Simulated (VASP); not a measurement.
Method: PBEsol GGA, VASP's PBE PAW potentials (set 64) (plane waves; VASP).

The input files of a VASP run:

INCAR:
```
SYSTEM = Be5Au
PREC = Accurate; ENCUT = 400; LREAL = .FALSE.
LASPH = .TRUE.; ICHARG = 11
EDIFF = 1E-7; NELM = 100; ALGO = Normal
LMAXMIX = 6
ISMEAR = 0; SIGMA = 0.05
GGA = PS
LWAVE = .FALSE.; LCHARG = .FALSE.; LORBIT = 11
```

KPOINTS:
```
k-points along high-symmetry lines
15
Line-mode
Reciprocal
  0.000000   0.000000   0.000000 ! GAMMA
 -0.500000  -0.500000   0.000000 ! X

 -0.500000  -0.500000   0.000000 ! X
 -0.375000  -0.375000   0.250000 ! U

 -0.375000   0.000000   0.375000 ! K
  0.000000   0.000000   0.000000 ! GAMMA

  0.000000   0.000000   0.000000 ! GAMMA
  0.000000   0.000000   0.500000 ! L

  0.000000   0.000000   0.500000 ! L
 -0.500000  -0.250000   0.250000 ! W

 -0.500000  -0.250000   0.250000 ! W
 -0.500000  -0.500000   0.000000 ! X
```

### POSCAR
```
Be5Au
1
   -0.0000000000     3.0376021170     3.0376021170
    3.0376021170     0.0000000000     3.0376021170
    3.0376021170     3.0376021170     0.0000000000
Be Au
5 1
Direct
  0.2500000000   0.2500000000   0.2500000000
  0.6247733796   0.6247733796   0.6247733796
  0.1256798612   0.6247733796   0.6247733796
  0.6247733796   0.1256798612   0.6247733796
  0.6247733796   0.6247733796   0.1256798612
  1.0000000000   1.0000000000   1.0000000000
```

POTCAR, in this order: Be Au (PBE.64 set). Program: vasp_std. Read from the step before: CHGCAR.

The resulting files:

**OSZICAR**
```
       N       E                     dE             d eps       ncg     rms          rms(c)
DAV:   1     0.596425408208E+02    0.59643E+02   -0.79617E+03  2576   0.103E+03
DAV:   2    -0.213901405427E+02   -0.81033E+02   -0.78502E+02  2926   0.223E+02
DAV:   3    -0.242753973911E+02   -0.28853E+01   -0.28038E+01  3510   0.442E+01
DAV:   4    -0.242974445103E+02   -0.22047E-01   -0.22040E-01  3054   0.401E+00
DAV:   5    -0.242978009105E+02   -0.35640E-03   -0.35638E-03  3528   0.498E-01
DAV:   6    -0.242978071012E+02   -0.61907E-05   -0.61906E-05  3198   0.676E-02
DAV:   7    -0.242978072983E+02   -0.19705E-06   -0.19663E-06  3500   0.116E-02
DAV:   8    -0.242978073051E+02   -0.68464E-08   -0.65111E-08  2582   0.201E-03
   1 F= -.24297807E+02 E0= -.24297806E+02  d E =-.196319E-05
```

**OUTCAR**
```
 val. band max:        8.3675286760   @ k =  -0.3929  -0.1964   0.3036

 cond. band min:       8.6091061894   @ k =  -0.1607   0.0000   0.1607



 k-point     1 :       0.0000    0.0000    0.0000
  band No.  band energies     occupation
      1      -3.1822      2.00000
      2       1.1901      2.00000
      3       1.1901      2.00000
      4       1.1901      2.00000
      5       1.6593      2.00000
      6       1.6593      2.00000
      7       4.3277      2.00000
      8       7.2557      2.00000
      9       7.2557      2.00000
     10       7.2557      2.00000
     11      10.2224      0.00000
     12      10.4751      0.00000
     13      10.4751      0.00000
     14      10.4752      0.00000

 k-point     2 :      -0.0357   -0.0357    0.0000
  band No.  band energies     occupation
      1      -3.1639      2.00000
      2       1.1748      2.00000
      3       1.1981      2.00000
      4       1.1981      2.00000
      5       1.6555      2.00000
      6       1.6643      2.00000
      7       4.3232      2.00000
      8       7.1825      2.00000
      9       7.1825      2.00000
     10       7.2275      2.00000
     11      10.2653      0.00000
     12      10.3258      0.00000
     13      10.5597      0.00000
     14      10.5597      0.00000

 k-point     3 :      -0.0714   -0.0714    0.0000
  band No.  band energies     occupation
      1      -3.1090      2.00000
      2       1.1326      2.00000
      3       1.2220      2.00000
      4       1.2220      2.00000
      5       1.6407      2.00000
      6       1.6791      2.00000
      7       4.3134      2.00000
      8       6.9838      2.00000
      9       6.9838      2.00000
     10       7.1438      2.00000
     11       9.8247      0.00000
     12      10.5192      0.00000
     13      10.7917      0.00000
     14      10.7917      0.00000

 k-point     4 :      -0.1071   -0.1071    0.0000
  band No.  band energies     occupation
      1      -3.0179      2.00000
...
```

The density is held fixed in this step, so its total energy and stress have no physical meaning. Unless said otherwise, spin-orbit coupling is left out, though it shifts the bands of the heavy elements here.

The compound is Be5Au in the sg216 structure. It was relaxed first. The electron count is odd and the run is not spin-polarised, which forces a metal.
